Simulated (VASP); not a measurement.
Given:

```
Pb
1.0
    0.00000     2.51344     2.51344
    2.51344     0.00000     2.51344
    2.51344     2.51344     0.00000
Pb
1
Direct
  0.00000   0.00000   0.00000
```

Computed with PBE GGA, VASP's PBE PAW potentials (set 64) (plane waves; VASP). Settings: 480 eV cut-off, 12×12×12 Γ-centred mesh, first-order Methfessel-Paxton smearing of 0.10 eV, potentials Pb_d.

Energy and stress use the plane-wave basis of the starting cell.

The ions, cell shape and volume at an external pressure of 2.0 GPa are relaxed. What does this cell relax into?

```
Pb
1.0
    0.00000     2.48665     2.48665
    2.48665     0.00000     2.48665
    2.48665     2.48665     0.00000
Pb
1
Direct
  0.00000   0.00000   0.00000
```
Space group Fm-3m (225), at a tolerance of 0.03 Å.

How do energy and volume change from the first to the last step?

The energy (σ→0) changes by +8.0 meV/atom and the volume by -3.2 %, in 3 ionic steps.

| step | E(σ→0) (eV) | max force (eV/Å) | pressure (GPa) | volume (Å³) |
|---|---|---|---|---|
| 1 | -3.5512 | 0.000 | 0.55 | 31.76 |
| 2 | -3.5391 | 0.000 | 2.47 | 30.46 |
| 3 | -3.5432 | 0.000 | 2.00 | 30.75 |

The compound is Pb in the fcc structure. This run relaxes it under an external pressure of 2 GPa. Symmetry was kept, so distortions that lower it aren't found.
